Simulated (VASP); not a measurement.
The system is Ga2As3.

```
Ga As
1.0
     4.58306    0.00000    0.00000
    -2.29153    3.96905    0.00000
     0.00000    0.00000    5.62783
Ga As
2 3
Direct
  0.66667 0.33333 0.50000
  0.33333 0.66667 0.00000
  0.00000 0.00000 0.74540
  0.00000 0.00000 0.25460
  0.66667 0.33333 0.00000
```

The cell was built by a generator and needn't be a form met in nature.

* Program: VASP 6.6.1
* Task: relaxation of cell and atoms
* Functional: PBEsol
* Potentials or basis: VASP PAW PBE potentials, release 64 (Ga_d, As)
* Cutoff: 600 eV
* k mesh: 7 × 7 × 5
* Occupations: gaussian, width 0.05 eV
* Spin: no spin polarisation

At the start: pressure -0.2 GPa; volume 20.47 Å³/atom.

Task: How do energy, volume and symmetry change on relaxing?

Result: Over 12 steps the energy falls by 40.9 meV/atom and the volume is 20.69 Å³/atom (+1.0 %); space group P-6m2 (No. 187, to 0.05 Å).

Step by step:
| step | energy change (eV) | largest force (eV/Å) | pressure (GPa) | volume (Å³) |
| --- | --- | --- | --- | --- |
| 1 | 0.0000 | 0.9067 | -0.21 | 102.37 |
| 2 | -0.0786 | 0.8001 | -0.14 | 101.97 |
| 3 | -0.1783 | 0.4736 | 2.10 | 100.78 |
| 4 | -0.1792 | 0.3848 | 0.79 | 101.26 |
| 5 | -0.1912 | 0.1147 | 1.27 | 101.06 |
| 6 | -0.1917 | 0.0075 | 1.43 | 101.00 |
| 7 | -0.1973 | 0.2442 | -0.49 | 104.79 |
| 8 | -0.2023 | 0.1389 | 0.27 | 103.22 |
| 9 | -0.2030 | 0.0598 | -0.22 | 103.68 |
| 10 | -0.2034 | 0.0126 | -0.05 | 103.51 |
| 11 | -0.2041 | 0.0099 | -0.02 | 103.48 |
| 12 | -0.2044 | 0.0050 | -0.01 | 103.44 |

Final structure:
```cif
data_structure
_symmetry_space_group_name_H-M 'P 1'
_symmetry_Int_Tables_number 1
_cell_length_a 4.6439
_cell_length_b 4.6439
_cell_length_c 5.5383
_cell_angle_alpha 90.000
_cell_angle_beta 90.000
_cell_angle_gamma 120.000
_cell_volume 103.44
loop_
_atom_site_label
_atom_site_type_symbol
_atom_site_fract_x
_atom_site_fract_y
_atom_site_fract_z
_atom_site_occupancy
Ga1 Ga 0.66667 0.33333 0.50000 1
Ga2 Ga 0.33333 0.66667 0.00000 1
As1 As 0.00000 0.00000 0.71866 1
As2 As 0.00000 0.00000 0.28134 1
As3 As 0.66667 0.33333 0.00000 1
```

Caveat: the PAW data sets were made with another functional, which shifts forces and pressure a little.
